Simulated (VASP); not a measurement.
Data:

```
Pt3Ti
1.0
    3.90237     0.00000     0.00000
    0.00000     3.90237     0.00000
    0.00000     0.00000     3.90237
Ti Pt
1 3
Direct
  0.00000   0.00000   0.00000
  0.00000   0.50000   0.50000
  0.50000   0.00000   0.50000
  0.50000   0.50000   0.00000
```

These are PBE GGA with D3 dispersion (Becke-Johnson damping), VASP's PBE PAW potentials (set 64) (plane waves; VASP) values and carry that method's errors. Numerical set-up: 520 eV cut-off, 9×9×9 Γ-centred mesh, tetrahedra with Blöchl corrections, potentials Ti_sv Pt.

Unless said otherwise, spin-orbit coupling is left out, though it shifts the bands of the heavy elements here.

**Question.** Estimate the energy per atom (σ→0), band gap (on the k-mesh) with the smallest direct gap where there is one.

**Answer.** 
```
Item                                                         Value
------------------------  ----------------------------------------
band gap (on the k-mesh)  none (metal, semimetal or under 0.01 eV)
energy per atom (σ→0)                               -8.141 eV/atom
```

The absolute energy has meaning only against runs of the same code, potentials and settings.

The compound is Pt3Ti in the L1_2 structure. It was relaxed first.
